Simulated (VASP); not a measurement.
```
CELL_PARAMETERS angstrom
      6.00518     0.00000     0.00000
      0.00000     6.00518     0.00000
      0.00000     0.00000     6.00518
ATOMIC_POSITIONS crystal
  Cs 0.00000 0.00000 0.00000
  Pb 0.50000 0.50000 0.50000
  Br 0.50000 0.00000 0.50000
  Br 0.00000 0.50000 0.50000
  Br 0.50000 0.50000 0.00000
```

Level of theory: PBE GGA, VASP's PBE PAW potentials (set 64) (plane waves; VASP). Run with 400 eV cut-off, Gaussian smearing of 0.050 eV, potentials Cs_sv Pb_d Br.

Unless said otherwise, spin-orbit coupling is left out, though it shifts the bands of the heavy elements here.

### Question
Give the energies of bands 13 to 25 at the high-symmetry points, in eV from the valence-band maximum.

### Answer

```tsv
band	Γ	X	M	R
13	-6.83	-7.44	-7.97	-8.01
14	-3.74	-3.65	-3.53	-2.37
15	-3.74	-3.65	-2.52	-2.37
16	-3.74	-2.31	-1.99	-2.37
17	-1.72	-1.85	-1.99	-1.89
18	-1.72	-1.85	-1.91	-1.89
19	-1.72	-1.82	-1.91	-1.29
20	-1.63	-1.71	-1.89	-1.29
21	-1.63	-1.71	-1.30	-1.29
22	-1.63	-1.21	-0.59	0.00
23	3.31	2.69	2.27	1.78
24	4.51	4.69	2.27	1.78
25	4.51	5.30	4.92	1.78
```

The gap is direct, 1.78 eV, from the valence maximum at R to the conduction minimum at R.

The compound is CsPbBr3 in the cubic perovskite structure, the ideal cubic form; the compound distorts at low or room temperature. It was relaxed first, which changed the volume by +7 %.
